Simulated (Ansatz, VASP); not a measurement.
# Cross-check of PtSe2 (1T-PtSe2 monolayer) between VASP and Ansatz

One calculation is typed for both programs; each brings its own data sets and cutoff. How far apart do they land?

Program: Ansatz 0.2.0. Level of theory: plane waves, with VASP 6.6.1 beside it; band structure at PBE with D3(BJ), spin-orbit coupling. Results are calculated unless marked as measured.

### Step 1. Set-up

The cell holds 3 atoms: 1 Pt and 2 Se. Cell: a = 3.703 Å, b = 3.703 Å, c = 22.000 Å, α = 90.0°, β = 90.0°, γ = 120.0°. Vacuum lies along c.

Structure file:

```cif
data_structure
_symmetry_space_group_name_H-M 'P 1'
_symmetry_Int_Tables_number 1
_cell_length_a 3.7028
_cell_length_b 3.7028
_cell_length_c 22.0000
_cell_angle_alpha 90.000
_cell_angle_beta 90.000
_cell_angle_gamma 120.000
_cell_volume 261.23
loop_
_atom_site_label
_atom_site_type_symbol
_atom_site_fract_x
_atom_site_fract_y
_atom_site_fract_z
_atom_site_occupancy
Pt1 Pt 0.00000 0.00000 0.50000 1
Se2 Se 0.33333 0.66667 0.43970 1
Se3 Se 0.66667 0.33333 0.56030 1
```

### Step 2. VASP: band structure, PBE with D3(BJ), spin-orbit coupling

The same path points are solved in both programs, so levels can be compared one by one.

Lines of VASP's logs that name or quote its potential files are left out, and so is its time.

Input file INCAR:

```
SYSTEM = PtSe2
PREC = Normal
ENCUT = 350
EDIFF = 1E-06
NELM = 120
ISMEAR = 0
SIGMA = 0.03
LREAL = .FALSE.
ALGO = Fast
GGA = PE
IVDW = 12
LNONCOLLINEAR = .TRUE.
MAGMOM = 0 0 0 0 0 0 0 0 0
NBANDS = 34
GGA_COMPAT = .FALSE.
LASPH = .TRUE.
LSORBIT = .TRUE.
LMAXMIX = 4
LWAVE = .FALSE.
LCHARG = .FALSE.
KPAR = 4
IDIPOL = 3
LDIPOL = .TRUE.
DIPOL = 0.5 0.5 0.5
```

Input file POSCAR:

```
PtSe2
1.0
    3.7028369166      0.0000000000      0.0000000000
   -1.8514184583      3.2067508358      0.0000000000
    0.0000000000      0.0000000000     22.0000000000
Pt Se
1 2
Direct
    0.0000000000      0.0000000000      0.5000000000
    0.3333333333      0.6666666667      0.4396979049
    0.6666666667      0.3333333333      0.5603020951
```

Input file KPOINTS:

```
Automatic mesh
0
Gamma
9 9 1
0 0 0
```

Input file KPOINTS_OPT:

```
Line mode
14
Line-mode
Reciprocal
  0.00000000   0.00000000   0.00000000 GAMMA
  0.50000000   0.00000000   0.00000000 M

  0.50000000   0.00000000   0.00000000 M
  0.33333333   0.33333333   0.00000000 K

  0.33333333   0.33333333   0.00000000 K
  0.00000000   0.00000000   0.00000000 GAMMA
```

Potentials, in the order of the species: Pt and Se (PBE family, release 64).

Started as:

```console
$ mpirun -np 4 vasp_ncl
```

Numbers of over 12 decimals in the logs are rounded to 6 here.

Output:

```text
[banner, memory and clock lines left out]
running    4 mpi-ranks, on    1 nodes
 distrk:  each k-point on    1 cores,    4 groups
 distr:  one band on    1 cores,    1 groups

 POSCAR found type information on POSCAR PtSe
 POSCAR found :  2 types and       3 ions
 LDA part: xc-table for (Slater+PW92), standard interpolation
 POSCAR, INCAR and KPOINTS ok, starting setup
 FFT: planning ... GRIDC
 FFT: planning ... GRID_SOFT
 FFT: planning ... GRID
 WAVECAR not read
 entering main loop
       N       E                     dE             d eps       ncg     rms          rms(c)
DAV:   1     0.149430969543E+03    0.14943E+03   -0.59487E+03   832   0.697E+02
DAV:   2     0.277817616329E+01   -0.14665E+03   -0.13728E+03  1172   0.161E+02
DAV:   3    -0.151761441303E+02   -0.17954E+02   -0.17703E+02  1030   0.648E+01
DAV:   4    -0.155672329449E+02   -0.39109E+00   -0.38977E+00  1004   0.107E+01
DAV:   5    -0.155749178637E+02   -0.76849E-02   -0.76810E-02  1024   0.145E+00    0.140E+01
RMM:   6    -0.148867027511E+02    0.68822E+00   -0.44731E+00   893   0.119E+01    0.789E+00
RMM:   7    -0.147185793561E+02    0.16812E+00   -0.60607E-01   833   0.493E+00    0.419E+00
RMM:   8    -0.146909444541E+02    0.27635E-01   -0.35965E-02   965   0.129E+00    0.138E+00
RMM:   9    -0.146835829415E+02    0.73615E-02   -0.22980E-02   998   0.964E-01    0.220E-01
RMM:  10    -0.146839399199E+02   -0.35698E-03   -0.37141E-03  1038   0.320E-01    0.132E-01
RMM:  11    -0.146839445118E+02   -0.45919E-05   -0.43659E-04  1014   0.140E-01    0.437E-02
RMM:  12    -0.146839491835E+02   -0.46716E-05   -0.13805E-04  1051   0.703E-02    0.204E-02
RMM:  13    -0.146839550271E+02   -0.58436E-05   -0.47871E-05  1074   0.387E-02    0.843E-03
RMM:  14    -0.146839824342E+02   -0.27407E-04   -0.23154E-05   996   0.237E-02    0.520E-03
RMM:  15    -0.146840028822E+02   -0.20448E-04   -0.53889E-06   992   0.122E-02    0.277E-03
RMM:  16    -0.146840382025E+02   -0.35320E-04   -0.34405E-06   881   0.787E-03    0.191E-03
RMM:  17    -0.146840718668E+02   -0.33664E-04   -0.41505E-06   891   0.647E-03    0.127E-03
RMM:  18    -0.146840894149E+02   -0.17548E-04   -0.11259E-06   817   0.398E-03    0.113E-03
RMM:  19    -0.146840984044E+02   -0.89895E-05   -0.42702E-07   762   0.259E-03    0.428E-04
RMM:  20    -0.146841014291E+02   -0.30246E-05   -0.11265E-07   570   0.142E-03    0.461E-04
RMM:  21    -0.146841039295E+02   -0.25004E-05   -0.85580E-08   526   0.116E-03    0.127E-04
RMM:  22    -0.146841046913E+02   -0.76176E-06   -0.44735E-08   466   0.985E-04
   1 F= -.15582307E+02 E0= -.15582307E+02  d E =-.358286E-17  mag=     0.0000    -0.0000    -0.0000
 Start KPOINTS_OPT (optional k-point list driver)
k-point batch [1-12\42]
       N       E                     dE             ncg
DAV:   1    -0.115358222390E+03   -0.24358E+04      824
DAV:   2    -0.180192770143E+04   -0.16866E+04     1146
DAV:   3    -0.203600836196E+04   -0.23408E+03     1026
DAV:   4    -0.204183901812E+04   -0.58307E+01     1012
DAV:   5    -0.204194803481E+04   -0.10902E+00     1046
DAV:   6    -0.204195185919E+04   -0.38244E-02     1140
DAV:   7    -0.204195194057E+04   -0.81376E-04     1124
DAV:   8    -0.204195194374E+04   -0.31769E-05      988
DAV:   9    -0.204195194393E+04   -0.18416E-06      740
[...]
k-point batch [37-42\42]
       N       E                     dE             ncg
DAV:   1     0.261153123642E+04   -0.40351E+03      424
DAV:   2     0.180748194370E+04   -0.80405E+03      554
DAV:   3     0.169176514214E+04   -0.11572E+03      522
DAV:   4     0.168898696481E+04   -0.27782E+01      520
DAV:   5     0.168892468416E+04   -0.62281E-01      550
DAV:   6     0.168892252358E+04   -0.21606E-02      600
DAV:   7     0.168892249239E+04   -0.31198E-04      572
DAV:   8     0.168892249070E+04   -0.16839E-05      530
DAV:   9     0.168892249062E+04   -0.78983E-07      396
```

Parts of OUTCAR (step 2):

```text
ion  position               nearest neighbor table
   1  0.000  0.000  0.500-   2 2.52   3 2.52   2 2.52   3 2.52   3 2.52   2 2.52
   2  0.333  0.667  0.440-   1 2.52   1 2.52   1 2.52
   3  0.667  0.333  0.560-   1 2.52   1 2.52   1 2.52

  LATTYP: Found a hexagonal cell.
 ALAT       =     3.7028369166
 C/A-ratio  =     5.9413904786

 Subroutine GETGRP returns: Found 12 space group operations
 (whereof 12 operations were pure point group operations)

The static configuration has the point symmetry D_3d.

 Found     12 irreducible k-points:

   k-points           NKPTS =     12   k-points in BZ     NKDIM =     12   number of bands    NBANDS=     34

   dimension x,y,z NGX =    18 NGY =   18 NGZ =  108
   dimension x,y,z NGXF=    36 NGYF=   36 NGZF=  216

   ENCUT  =  350.0 eV  25.72 Ry    5.07 a.u.   5.65  5.65 33.56*2*pi/ulx,y,z

   NELECT =      22.0000    total number of electrons

 k-points in reciprocal lattice and weights: Automatic mesh
   0.00000000  0.00000000  0.00000000       0.012
   0.11111111  0.00000000  0.00000000       0.074
   0.22222222  0.00000000  0.00000000       0.074
   0.33333333  0.00000000  0.00000000       0.074
   0.44444444  0.00000000  0.00000000       0.074
   0.11111111  0.11111111  0.00000000       0.074
   0.22222222  0.11111111  0.00000000       0.148
   0.33333333  0.11111111  0.00000000       0.148
   0.44444444  0.11111111  0.00000000       0.074
   0.22222222  0.22222222  0.00000000       0.074
   0.33333333  0.22222222  0.00000000       0.148
   0.33333333  0.33333333  0.00000000       0.025

 dipolmoment           0.000000      0.000000     -0.000000 electrons x Angstroem

 average (electrostatic) potential at core
       1 -77.2797       2 -61.1555       3 -61.1555

 E-fermi :  -2.6855

 k-point     1 :       0.0000    0.0000    0.0000
  band No.  band energies     occupation
    ...
     18      -3.8576      1.00000
     19      -3.2160      1.00000
     20      -3.2160      1.00000
     21      -2.8544      1.00000
     22      -2.8544      1.00000
     23      -0.1271      0.00000
     24      -0.1271      0.00000
     25      -0.0877      0.00000
     26      -0.0877      0.00000
     27       1.4367      0.00000
    ...

 k-point     2 :       0.1111    0.0000    0.0000
  band No.  band energies     occupation
    ...
     18      -3.6497      1.00000
     19      -3.2248      1.00000
     20      -3.2248      1.00000
     21      -2.9214      1.00000
     22      -2.9214      1.00000
     23      -0.8956      0.00000
     24      -0.8956      0.00000
     25      -0.2919      0.00000
     26      -0.2919      0.00000
     27       1.8619      0.00000
    ...

 k-point     3 :       0.2222    0.0000    0.0000
  band No.  band energies     occupation
    ...
     18      -3.7152      1.00000
     19      -3.3386      1.00000
     20      -3.3386      1.00000
     21      -3.1023      1.00000
     22      -3.1023      1.00000
     23      -1.6959      0.00000
     24      -1.6959      0.00000
     25      -0.5093      0.00000
     26      -0.5093      0.00000
     27       2.5447      0.00000
    ...

 Edisp (eV)   -0.89820

  Total       0.06012     0.06012     0.00041    -0.00000     0.00000     0.00000
  in kB       0.36870     0.36870     0.00250    -0.00000     0.00000     0.00000
  external pressure =        0.25 kB  Pullay stress =        0.00 kB

  energy-cutoff  :      350.00
  volume of cell :      261.23
      direct lattice vectors                 reciprocal lattice vectors
     3.702836917  0.000000000  0.000000000     0.270063204  0.155921063  0.000000000
    -1.851418458  3.206750836  0.000000000     0.000000000  0.311842127  0.000000000
     0.000000000  0.000000000 22.000000000     0.000000000  0.000000000  0.045454545

 POSITION                                       TOTAL-FORCE (eV/Angst)
 -----------------------------------------------------------------------------------
      0.00000      0.00000     11.00000        -0.000000      0.000000      0.000000
     -0.00000      2.13783      9.67335        -0.000000     -0.000000     -0.034170
      1.85142      1.06892     12.32665         0.000000      0.000000      0.034170
 -----------------------------------------------------------------------------------
    total drift:                               -0.000000     -0.000000      0.000000

  FREE ENERGIE OF THE ION-ELECTRON SYSTEM (eV)
  ---------------------------------------------------
  free  energy   TOTEN  =       -15.5823068304 eV

  energy  without entropy=      -15.5823068304  energy(sigma->0) =      -15.58230683

 vacuum level on the upper side and lower side of the slab         2.498         2.498

 Spin-Orbit-Coupling matrix elements
 Ion:    1  E_soc:     -0.7393759
 Ion:    2  E_soc:     -0.0292441
 Ion:    3  E_soc:     -0.0292441

[... 3 further parts left out ...]
```

[end of part 1 of 2]

[Lines on the potential files, build, host, timing and source positions are cut from VASP's logs without a mark.]

[Logs are printed without paths, hosts, clocks, repeated set-up lines and the standing remarks that a program may print on its own settings, such as how far it seeks lower states.]

[Hosts, paths, dates, database ids (printed as entryN), source tags and the programs' standing remarks are cut or masked in the printed files.]
